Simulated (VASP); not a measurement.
Here is the system:

```
CELL_PARAMETERS angstrom
      2.96309     0.00000     0.00000
      0.00000     2.96309     0.00000
      0.00000     0.00000     2.96309
ATOMIC_POSITIONS crystal
  Ti 0.00000 0.00000 0.00000
  Co 0.50000 0.50000 0.50000
```

All values below come from PBE GGA, VASP's PBE PAW potentials (set 64) (plane waves; VASP). Run with 300 eV cut-off, 9×9×9 Γ-centred mesh, Fermi-Dirac smearing of 0.14 eV, potentials Ti_sv Co.

At this cut-off the stress carries a Pulay error, which pulls relaxed volumes low.

Q: Estimate the energy per atom (σ→0), pressure, band gap (on the k-mesh) with the smallest direct gap where there is one.

A: 
```yaml
band gap (on the k-mesh): none (metal, semimetal or under 0.01 eV)
energy per atom (σ→0): -7.812 eV/atom
pressure: 1.49 GPa
```

The absolute energy has meaning only against runs of the same code, potentials and settings.

The structure is a typed TiCo crystal (Pm-3m). The cell was not relaxed at this level. The run is not spin-polarised, so no magnetic state was tried. The electron count is odd and the run is not spin-polarised, which forces a metal.
